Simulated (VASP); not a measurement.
An input for Ansatz (written as the equivalent of a VASP run, and not itself run):

Ansatz 0.2 input:
```yaml
crystal:
  lattice:
    - [2.0066222, -3.4755724, 0.0000000]
    - [2.0066222, 3.4755724, 0.0000000]
    - [0.0000000, 0.0000000, 6.6146268]
  atoms:
    - { symbol: Pb, position: [0.0000000, 0.0000000, 0.0000000] }
    - { symbol: I, position: [0.3333330, 0.6666670, 0.3036761] }
    - { symbol: I, position: [0.6666670, 0.3333330, 0.6963239] }
kpoints:
  mp_grid: { grid: [6, 6, 4] }
hamiltonian:
  xc: pbesol
  pseudopotentials: { kind: paw }
scf:
  occupations: { method: gaussian, width: 0.05 }
  max_iter: 100
relax:
  max_steps: 40
  f_tol: 0.02
  cell: { p_target: 10 }
output: { forces: true, stress: true, eigenvalues: true }
```

### Question
Write the VASP files for the same calculation (PBEsol).

### Answer
One answer among several that fit: 
File POSCAR:
```
PbI2
1.0
  2.0066221786  -3.4755723585   0.0000000000
  2.0066221786   3.4755723585   0.0000000000
  0.0000000000   0.0000000000   6.6146267763
Pb I
1 2
Cart
  0.0000000000   0.0000000000   0.0000000000
  2.0066221786   1.1585264365   2.0087042211
  2.0066221786  -1.1585264365   4.6059225552
```

INCAR:
```
SYSTEM = PbI2
PREC = Accurate
ENCUT = 500
EDIFF = 1E-6
NELM = 100
ALGO = Normal
LREAL = .FALSE.
LASPH = .TRUE.
ISMEAR = 0
SIGMA = 0.05
GGA = PS
LMAXMIX = 4
LWAVE = .FALSE.
LCHARG = .FALSE.
IBRION = 2
ISIF = 3
NSW = 40
EDIFFG = -0.02
PSTRESS = 100
```

KPOINTS:
```
Regular mesh
0
gamma
  6 6 4
```

POTCAR, in this order: Pb_d I (PBE.64 set). Program: vasp_std.

The two are equivalent in intent, not identical: each code has its own PAW files, so the cut-off isn't converted (ENCUT is set for VASP's; basis.ecutwfc is left out, and Ansatz then takes the one that its files recommend); Ansatz stops its SCF on the density residual and VASP on the energy change (EDIFF).

The compound is PbI2 in the 1T layered structure. It was relaxed first under an external pressure of 10 GPa.
